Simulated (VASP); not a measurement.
Here is a VASP 6.6.1 calculation.

File INCAR:

```
PREC = Accurate
ENCUT = 520
EDIFF = 1E-7
ISMEAR = 0
SIGMA = 0.02
LREAL = F
LASPH = T
NELM = 60
ALGO = Normal
ISIF = 3
LWAVE = F
LCHARG = F
GGA = PE
IVDW = 12
IBRION = 2
NSW = 80
EDIFFG = -0.002
KPAR = 4
```

The input KPOINTS:

```
Automatic mesh
0
Gamma
  6 6 4
```

Contents of POSCAR:

```
PtSe2                                   
1.0
    3.7673627565     -0.0000000000     -0.0000000000
   -1.8836813783      3.2626318486     -0.0000000000
    0.0000000000     -0.0000000000      4.8417612597
  Pt              Se            
     1     2
Direct
     0.0000000000000000    0.0000000000000000    1.0000000000000000
     0.3333333300000021    0.6666666699999979    0.2652642111040674
     0.6666666699999979    0.3333333300000021    0.7347357888959325
```

Potentials or basis: VASP PAW PBE potentials, release 64 (Pt, Se).

Launch:

```bash
$ cat potpaw_PBE.64/Pt/POTCAR potpaw_PBE.64/Se/POTCAR > POTCAR
$ mpirun -np 4 vasp_std > vasp.out
```

(1) Predict the dispersion energy per atom.

(2) What does it give for the band gap on the k mesh?

## Answers

(1) -0.489 eV.

(2) none (metal or under the smearing width).

Caveat: the relaxation stopped at its first step, so nothing moved.
